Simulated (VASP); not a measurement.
Data:

```
KZnF3
1.0
    4.08031     0.00000     0.00000
    0.00000     4.08031     0.00000
    0.00000     0.00000     4.08031
K Zn F
1 1 3
Direct
  0.00000   0.00000   0.00000
  0.50000   0.50000   0.50000
  0.50000   0.00000   0.50000
  0.00000   0.50000   0.50000
  0.50000   0.50000   0.00000
```

Computed with AM05 GGA, VASP's PBE PAW potentials (set 64) (plane waves; VASP). Run with 520 eV cut-off, 5×5×5 Γ-centred mesh, Gaussian smearing of 0.050 eV, potentials K_sv Zn F.

### Question
Estimate the energy per atom (σ→0).

### Answer

```json
{
  "energy per atom (σ→0)": "-4.101 eV/atom"
}
```

Only differences to runs with the same potentials and settings are physical.

The compound is KZnF3 in the cubic perovskite structure. It was relaxed first. The start is the result of an earlier pass.
